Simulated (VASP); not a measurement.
A convergence study with VASP on CuAu (space group no. 123 when undisturbed): one setting is varied, all else stays as given below, so the limit is that of these other settings. One atom is moved off its site, so that forces are finite.

```yaml
crystal:
  lattice:
    - [2.81400, 0.00000, 0.00000]
    - [0.00000, 2.81400, 0.00000]
    - [0.00000, 0.00000, 3.68835]
  atoms:
    - { symbol: Cu, position: [0.00000, 0.00000, 0.01356] }
    - { symbol: Au, position: [0.50000, 0.50000, 0.50000] }
```

All values below come from PBEsol GGA, VASP's PBE PAW potentials (set 64) (plane waves; VASP 6.6.1). The tightest run used: 720 eV cut-off, 12×12×9 Γ-centred mesh, Fermi-Dirac smearing of 0.10 eV, potentials Cu Au.

Task: The settings run are ENCUT = 105; ENCUT = 120; ENCUT = 135; ENCUT = 150; ENCUT = 165; ENCUT = 180; ENCUT = 210; ENCUT = 240; ENCUT = 270; ENCUT = 330; ENCUT = 360; ENCUT = 405; ENCUT = 450; ENCUT = 525; ENCUT = 600; ENCUT = 720. From which on does the energy per atom stay within 0.001 eV/atom of the tightest run?

Result: From ENCUT = 405 on: it is off by 0.0002 there and by no more than 0.001 in any finer run, while ENCUT = 360 is off by 0.0016.
| setting | E (eV/atom) | pressure (GPa) | largest force (eV/Å) | plane waves | difference judged (eV/atom) |
|---|---|---|---|---|---|
| ENCUT = 105 | 119.2572 | -4768.15 | 5.364 | 82 | 123.4252 |
| ENCUT = 120 | 56.2883 | -3262.24 | 2.976 | 94 | 60.4562 |
| ENCUT = 135 | 23.0758 | -1816.98 | 0.735 | 112 | 27.2437 |
| ENCUT = 150 | 7.9589 | -982.69 | 1.549 | 130 | 12.1269 |
| ENCUT = 165 | 1.4490 | -546.61 | 0.457 | 152 | 5.6170 |
| ENCUT = 180 | -1.6339 | -303.80 | 0.119 | 176 | 2.5340 |
| ENCUT = 210 | -3.6725 | -94.31 | 0.294 | 217 | 0.4955 |
| ENCUT = 240 | -4.0833 | -29.40 | 0.302 | 260 | 0.0846 |
| ENCUT = 270 | -4.1606 | -10.19 | 0.311 | 304 | 0.0074 |
| ENCUT = 330 | -4.1717 | -4.40 | 0.311 | 415 | 0.0038 |
| ENCUT = 360 | -4.1695 | -4.28 | 0.311 | 472 | 0.0016 |
| ENCUT = 405 | -4.1678 | -4.26 | 0.311 | 560 | 0.0002 |
| ENCUT = 450 | -4.1675 | -4.14 | 0.312 | 652 | 0.0004 |
| ENCUT = 525 | -4.1680 | -3.93 | 0.312 | 821 | 0.0001 |
| ENCUT = 600 | -4.1680 | -3.85 | 0.312 | 1007 | 0.0000 |
| ENCUT = 720 | -4.1679 | -3.88 | 0.312 | 1312 | 0.0000 |

Left out are rungs that failed or repeat a setting and relaxations that didn't move; long series are thinned to 24 rows.

The structure is a typed CuAu crystal (space group no. 123). The cell was not relaxed at this level, it is distorted from the ideal structure.
